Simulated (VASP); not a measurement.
# Sc2Si2B (P1) in VASP: density of states with PBE

Aim: the density of states of Sc2Si2B with PBE.

Program: VASP 6.6.1. These are calculated values, not measurements. Logs are shortened: lines on timing, memory, paths and dates and some standing lists are left out, and cuts for length are marked.

## 1. Starting point

The typed cell holds 5 atoms: a = 3.712 Å, b = 3.700 Å, c = 6.471 Å, α = 72.87°, β = 72.93°, γ = 90.36°.

The cell was built by a generator and needn't be a form met in nature.

## 2. Density of states, PBE

Contents of POSCAR:

```
Sc2Si2B
1.0
   -0.0116992100      3.7121989200     -0.0173700000
    3.6994489400     -0.0116992100     -0.0213651700
    1.8781587900      1.8781236300     -5.9008066200
B Sc Si
1 2 2
Direct
    0.9846350000      0.0160920000      0.0017330000
    0.3447260000      0.3692830000      0.3037750000
    0.6711520000      0.6652100000      0.6978840000
    0.1640240000      0.1529380000      0.7078970000
    0.8660320000      0.8547450000      0.2609420000
```

Contents of INCAR.step1:

```
ALGO = Normal
EDIFF = 1E-6
ENCUT = 520
GGA = PE
ISIF = 2
ISMEAR = 1
LASPH = T
LCHARG = T
LMAXMIX = 4
LREAL = F
LWAVE = F
NBANDS = 24
NELM = 100
PREC = Accurate
SIGMA = 0.0242
```

Contents of KPOINTS.step1:

```
Automatic mesh
0
Gamma
  5 5 3
  0 0.5 0
```

Contents of INCAR.step2:

```
ALGO = Normal
EDIFF = 1E-6
ENCUT = 520
GGA = PE
ICHARG = 11
ISIF = 2
ISMEAR = -5
LASPH = T
LCHARG = F
LMAXMIX = 4
LORBIT = 11
LREAL = F
LWAVE = F
NBANDS = 24
NEDOS = 2001
NELM = 100
PREC = Accurate
SIGMA = 0.0242
```

Contents of KPOINTS.step2:

```
k-points
0
Gamma
  8 8 5
```

Potentials or basis: VASP PAW PBE potentials, release 64 (B, Sc_sv, Si).

Started as:

```sh
$ cat potpaw_PBE.64/B/POTCAR potpaw_PBE.64/Sc_sv/POTCAR potpaw_PBE.64/Si/POTCAR > POTCAR
$ cp INCAR.step1 INCAR
$ cp KPOINTS.step1 KPOINTS
$ mpirun -np 1 vasp_std > vasp.out
$ cp INCAR.step2 INCAR
$ cp KPOINTS.step2 KPOINTS
$ mpirun -np 1 vasp_std > vasp.out
```

OUTCAR:

```text
EDIFF = 1E-6
   ENCUT = 520
   GGA = PE
   ICHARG = 11
   ISIF = 2
   ISMEAR = -5
   LASPH = T
   LORBIT = 11
   LREAL = F
   NELM = 100
   PREC = Accurate

 ion  position               nearest neighbor table
   1  0.985  0.016  0.002-   5 1.53   4 1.73
   2  0.345  0.369  0.304-   4 2.38   5 2.53   5 2.55   5 2.72   5 2.74
   3  0.671  0.665  0.698-   5 2.58   4 2.59   4 2.62   4 2.64   4 2.64
   4  0.164  0.153  0.708-   1 1.73   2 2.38   3 2.59   3 2.62   3 2.64   3 2.64
   5  0.866  0.855  0.261-   1 1.53   2 2.53   2 2.55   3 2.58   2 2.72   2 2.74

  LATTYP: Found a triclinic cell.
 ALAT       =     3.7122579935
 B/A-ratio  =     1.4162218522
 C/A-ratio  =     2.6582355520
 COS(alpha) =     0.0018231342
 COS(beta)  =     0.5663511770
 COS(gamma) =     0.7105279163

  Lattice vectors:

 A1 = (   0.0116992100,  -3.7121989200,   0.0173700000)
 A2 = (   3.7111481500,  -3.7238981300,  -0.0039951700)
 A3 = (  -5.5659085200,  -5.5786233400,   5.9395417900)

Analysis of symmetry for initial positions (statically):
=====================================================================
 Subroutine PRICEL returns:
 Original cell was already a primitive cell.

 Routine SETGRP: Setting up the symmetry group for a
 triclinic supercell.

 Subroutine GETGRP returns: Found  1 space group operations
 (whereof  1 operations were pure point group operations)
 out of a pool of  2 trial point group operations.

The static configuration has the point symmetry C_1 .

Analysis of symmetry for dynamics (positions and initial velocities):
=====================================================================
 Subroutine PRICEL returns:
 Original cell was already a primitive cell.

 Routine SETGRP: Setting up the symmetry group for a
 triclinic supercell.

 Subroutine GETGRP returns: Found  1 space group operations
 (whereof  1 operations were pure point group operations)
 out of a pool of  2 trial point group operations.

The dynamic configuration has the point symmetry C_1 .

 Subroutine INISYM returns: Found  1 space group operations
 (whereof  1 operations are pure point group operations),
 and found     1 'primitive' translations

----------------------------------------------------------------------------------------

                                     Primitive cell

  volume of cell :      80.7650

  direct lattice vectors                    reciprocal lattice vectors
    -0.011699210  3.712198920 -0.017370000     0.001351590  0.269790186  0.086299697
     3.699448940 -0.011699210 -0.021365170     0.270814632  0.001258694  0.086597799
     1.878158790  1.878123630 -5.900806620    -0.000984523 -0.000798729 -0.170035940

  length of vectors
     3.712257993  3.699529132  6.471039142     0.283259968  0.284326094  0.170040666

  position of ions in fractional coordinates (direct lattice)
     0.984635000  0.016092000  0.001733000
     0.344726000  0.369283000  0.303775000
     0.671152000  0.665210000  0.697884000
     0.164024000  0.152938000  0.707897000
     0.866032000  0.854745000  0.260942000

  ion indices of the primitive-cell ions
   primitive index   ion index
                 1           1
                 2           2
                 3           3
                 4           4
                 5           5

----------------------------------------------------------------------------------------

 KPOINTS: k-points

Automatic generation of k-mesh.
 Grid dimensions read from file:
 generate k-points for:    8    8    5

 Generating k-lattice:

  Cartesian coordinates                     Fractional coordinates (reciprocal lattice)
     0.000168949  0.033723773  0.010787462     0.125000000  0.000000000  0.000000000
     0.033851829  0.000157337  0.010824725    -0.000000000  0.125000000  0.000000000
    -0.000196905 -0.000159746 -0.034007188     0.000000000  0.000000000  0.200000000

  Length of vectors
     0.035407496  0.035540762  0.034008133

  Shift w.r.t. Gamma in fractional coordinates (k-lattice)
     0.000000000  0.000000000  0.000000000

 TETIRR: Found    960 inequivalent tetrahedra from     1920

 Subroutine IBZKPT returns following result:
 ===========================================

 Found    162 irreducible k-points:

 Following reciprocal coordinates:
            Coordinates               Weight
  0.000000  0.000000  0.000000      1.000000
  0.125000 -0.000000  0.000000      2.000000
  0.250000 -0.000000  0.000000      2.000000
  0.375000 -0.000000  0.000000      2.000000
  0.500000 -0.000000  0.000000      1.000000
  0.000000  0.125000  0.000000      2.000000
[... 16 lines left out ...]
  0.125000  0.375000  0.000000      2.000000
  0.250000  0.375000  0.000000      2.000000
 [... further k-points ...]
   k-points           NKPTS =    162   k-points in BZ     NKDIM =    162   number of bands    NBANDS=     24
   number of dos      NEDOS =   2001   number of ions     NIONS =      5
   total plane-waves  NPLWV =  37632
   dimension x,y,z NGX =    28 NGY =   28 NGZ =   48
   dimension x,y,z NGXF=    56 NGYF=   56 NGZF=   96
   ions per type =               1   2   2
   NGX,Y,Z   is equivalent  to a cutoff of  12.54, 12.58, 12.33 a.u.
   NGXF,Y,Z  is equivalent  to a cutoff of  25.08, 25.16, 24.66 a.u.
 SYSTEM =  unknown system
   PREC   = accura    normal or accurate (medium, high low for compatibility)
   ISTART =      0    job   : 0-new  1-cont  2-samecut
   ICHARG =     11    charge: 1-file 2-atom 10-const
   ISPIN  =      1    spin polarized calculation?
   LNONCOLLINEAR =      F non collinear calculations
   LSORBIT =      F    spin-orbit coupling
   LASPH  =      T    aspherical Exc in radial PAW
   ENCUT  =  520.0 eV  38.22 Ry    6.18 a.u.   6.90  6.88 12.03*2*pi/ulx,y,z
   NELM   =    100;   NELMIN=  2; NELMDL=  0     # of ELM steps
   EDIFF  = 0.1E-05   stopping-criterion for ELM
   LREAL  =      F    real-space projection
   EDIFFG = 0.1E-04   stopping-criterion for IOM
   NSW    =      0    number of steps for IOM
   IBRION =     -1    ionic relax: 0-MD 1-quasi-New 2-CG
   NFREE  =      0    steps in history (QN), initial steepest desc. (CG)
   ISIF   =      2    stress and relaxation
   ISYM   =      2    0-nonsym 1-usesym 2-fastsym
   POTIM  = 0.5000    time-step for ionic-motion
   TEBEG  =    0.0;   TEEND  =   0.0 temperature during run
   PSTRESS=    0.0 pullay stress
   NELECT =      33.0000    total number of electrons
   NUPDOWN=      -1.0000    fix difference up-down
   EMIN   =  10.00;   EMAX   =-10.00  energy-range for DOS
   EFERMI =   0.00;   METHOD = LEGACY
   ISMEAR =    -5;   SIGMA  =   0.02  broadening in eV -4-tet -1-fermi 0-gaus
   EFERMI_NEDOS =   21; number of points for ismear=-14 and -15
   IALGO  =     38    algorithm
   IMIX   =      4    mixing-type and parameters
     AMIX     =   0.40;   BMIX     =  1.00
     AMIX_MAG =   1.60;   BMIX_MAG =  1.00
  volume/ion in A,a.u.               =      16.15       109.01
  Fermi-wavevector in a.u.,A,eV,Ry     =   1.214801  2.295641 20.078675  1.475741
  Thomas-Fermi vector in A             =   2.350209
   LORBIT       =     11    0 simple, 1 ext, 2 COOP (PROOUT), +10 PAW based schemes
   GGA     = PE    functional components
   LHFCALC =     F    Hartree Fock is set to
   AEXX    =    0.0000 exact exchange contribution
   IVDW    =     0    specifies the selected vdW correction
   LEPSILON=     F    determine dielectric tensor
   LRPA    =     F    only Hartree local field effects (RPA)
 non-spin polarized calculation
 Fermi weights with tetrahedron method with Bloechl corrections
  energy-cutoff  :      520.00
  volume of cell :       80.77
 maximum number of plane-waves:      2195

 number of electron      32.9999994 magnetization

 Free energy of the ion-electron system (eV)
  ---------------------------------------------------
  ext. energy  EPLUGINS =         0.00000000
  ---------------------------------------------------
  free energy    TOTEN  =       -27.50342292 eV

  energy without entropy =      -27.50342292  energy(sigma->0) =      -27.50342292

 E-fermi :   5.8265     XC(G=0): -10.5275

 val. band max:        5.9563545770   @ k =   0.0000   0.1250   0.0000
 cond. band min:       5.8475195828   @ k =   0.3750  -0.2500   0.2000
 fundamental gap:     -0.1088349942
 Fermi energy:         5.8264750311

 k-point     1 :       0.0000    0.0000    0.0000
  band No.  band energies     occupation
      1     -43.2438      2.00000
      2     -43.1332      2.00000
      3     -22.0360      2.00000
      4     -21.8836      2.00000
      5     -21.8727      2.00000
      6     -21.8677      2.00000
[... 16 lines left out ...]
     23       8.4153      0.00000
     24       9.2459      0.00000

 k-point     2 :       0.1250   -0.0000    0.0000
  band No.  band energies     occupation
      1     -43.2429      2.00000
      2     -43.1327      2.00000
      3     -22.0324      2.00000
      4     -21.9074      2.00000
      5     -21.8678      2.00000
      6     -21.8615      2.00000
[... 16 lines left out ...]
     23       8.8315      0.00000
     24       9.1542      0.00000

 k-point     3 :       0.2500   -0.0000    0.0000
  band No.  band energies     occupation
      1     -43.2408      2.00000
      2     -43.1315      2.00000
      3     -22.0241      2.00000
      4     -21.9443      2.00000
      5     -21.8637      2.00000
      6     -21.8605      2.00000
[... 16 lines left out ...]
     23       8.6367      0.00000
     24       9.0365      0.00000
[... 514 lines left out ...]
 k-point    23 :       0.1250    0.3750    0.0000
  band No.  band energies     occupation
      1     -43.2379      2.00000
      2     -43.1295      2.00000
      3     -22.0119      2.00000
      4     -21.9656      2.00000
      5     -21.8847      2.00000
      6     -21.8643      2.00000
[... 16 lines left out ...]
     23       9.1620      0.00000
     24       9.4637      0.00000

 k-point    24 :       0.2500    0.3750    0.0000
  band No.  band energies     occupation
      1     -43.2363      2.00000
      2     -43.1280      2.00000
      3     -22.0017      2.00000
      4     -21.9573      2.00000
      5     -21.9157      2.00000
      6     -21.8739      2.00000
[... 16 lines left out ...]
     23       9.0401      0.00000
     24       9.7203      0.00000

 [... further k-points ...]
[... 5 lines left out ...]
  --------------------------------------------------------------------------------------
  -------------------------------------------------------------------------------------
  Total        4.9904898      4.8973150     36.4833530      0.1358091     -0.0806957      1.6661261
  in kB       98.9989382     97.1505796    723.7392166      2.6941160     -1.6008022     33.0518095
  external PRESSURE =     306.6295781 kB  Pullay stress =       0.0000000 kB

 VOLUME and BASIS-vectors are now :
 -----------------------------------------------------------------------------
  energy-cutoff  :      520.00
  volume of cell :       80.77
      direct lattice vectors                 reciprocal lattice vectors
    -0.011699210  3.712198920 -0.017370000     0.001351590  0.269790186  0.086299697
     3.699448940 -0.011699210 -0.021365170     0.270814632  0.001258694  0.086597799
     1.878158790  1.878123630 -5.900806620    -0.000984523 -0.000798729 -0.170035940

 POSITION                                       TOTAL-FORCE (eV/Angst)
 -----------------------------------------------------------------------------------
      0.05127      3.65823     -0.02767         0.925664     -0.628383      9.826801
      1.93265      1.84590     -1.80640        -1.198975     -0.054177      2.103625
      3.76380      3.79438     -4.14395        -0.330261     -0.047931     -0.638418
      1.89341      1.93662     -4.18328         0.189683      0.264247      2.536338
      3.64204      3.69496     -1.57307         0.413889      0.466244    -13.828347
 -----------------------------------------------------------------------------------
    total drift:                               -0.003726      0.001791     -0.004631

  FREE ENERGIE OF THE ION-ELECTRON SYSTEM (eV)
  ---------------------------------------------------
  free  energy   TOTEN  =       -27.5034229243 eV

  energy  without entropy=      -27.5034229243  energy(sigma->0) =      -27.50342292

 total charge

# of ion       s       p       d       tot
------------------------------------------
    1        0.821   1.373   0.000   2.194
    2        2.206   6.172   1.249   9.627
    3        2.194   6.157   1.193   9.544
    4        0.816   1.138   0.000   1.954
    5        0.844   1.240   0.000   2.084
--------------------------------------------------
tot          6.882  16.079   2.442  25.403
```

Wall time 3.4 min (1 thread of Intel Xeon Platinum 8375C at 2.90GHz (Ice Lake), shared host); peak memory 0.4 GiB.

What came out:

* Valence electrons inside the program's atomic spheres: B 2.19; Sc 9.63, 9.54; Si 1.95, 2.08

Levels at points of the mesh, in eV from the Fermi level:
```tsv
k point	band 13	band 14	band 15	band 16	band 17	band 18	band 19	band 20	band 21	band 22
(0.00, 0.00, 0.00)	-1.45	-1.42	-0.59	0.25	0.57	0.67	0.86	1.49	2.16	2.53
(0.50, 0.00, 0.00)	-2.69	-2.29	-2.10	-0.90	-0.39	2.01	2.15	2.37	2.95	3.12
(0.00, 0.50, 0.00)	-2.54	-2.49	-2.13	-0.97	-0.30	1.83	2.19	2.39	3.00	3.14
(0.50, 0.50, 0.00)	-3.56	-2.38	-1.88	-1.54	-0.61	0.88	1.27	2.61	2.91	3.49
```

States per cell in windows of 1 eV (zero at the Fermi level; states under -8 eV left out):
```tsv
from (eV)	total	Sc3_d	Sc2_d	B1_p	Si5_p	Si4_p	Si4_s
-8.0	1.30	0.03	0.02	0.19	0.01	0.01	0.32
-7.0	0.00	0.00	0.00	0.00	0.00	0.00	0.00
-6.0	0.44	0.01	0.01	0.02	0.04	0.03	0.01
-5.0	1.74	0.05	0.06	0.12	0.15	0.13	0.03
-4.0	2.50	0.11	0.13	0.25	0.23	0.18	0.05
-3.0	2.88	0.19	0.23	0.35	0.29	0.27	0.02
-2.0	3.32	0.40	0.38	0.28	0.33	0.33	0.01
-1.0	2.11	0.40	0.40	0.06	0.12	0.14	0.00
0.0	2.15	0.50	0.54	0.07	0.06	0.07	0.00
1.0	2.89	0.83	0.86	0.12	0.04	0.03	0.00
2.0	5.65	1.99	1.84	0.14	0.08	0.06	0.01
3.0	4.31	1.58	1.43	0.20	0.05	0.05	0.01
4.0	0.00	0.00	0.00	0.00	0.00	0.00	0.00
5.0	0.00	0.00	0.00	0.00	0.00	0.00	0.00
```

Caveat: tetrahedron occupations give inexact forces and stress in metals.
